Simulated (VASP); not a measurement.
Runs of VASP 6.6.1 on Te2Mo. All rows change the cell; the cell of one of them follows. The cell holds a slab with vacuum, 3 atoms: a = 3.560 Å, b = 3.560 Å, c = 16.998 Å, α = 90.00°, β = 90.00°, γ = 120.00°. 

| cell | gap on the mesh (eV) | largest force (eV/Å) |
| --- | --- | --- |
| strain -0.0300 x Voigt [0, 0, 1, 0, 0, 0], atoms carried along | 0.98 | (c) |
| strain -0.0400 x Voigt [0, 0, 1, 0, 0, 0], atoms carried along | (b) | 0.70 |
| strain -0.0200 x Voigt [0, 0, 1, 0, 0, 0], atoms carried along | 1.00 | (a) |
| strain +0.0200 x Voigt [0, 0, 1, 0, 0, 0], atoms carried along | 1.08 | 0.83 |

Alike in all rows: task single point; level LDA; potentials or basis VASP PAW LDA potentials, release 64 (Te, Mo_sv); no spin polarisation; k mesh 9 × 9 × 2; cutoff (eV) 520; smearing gaussian 0.05 eV.

Question: Fill in the values left out.

Answer: (a) 0.14; (b) 0.96; (c) 0.41.

Caveats: spin-orbit coupling is left out, which moves the levels of the heavy elements.

A k mesh can miss the band edges, and the runs leave out spin-orbit coupling on Mo, Te.
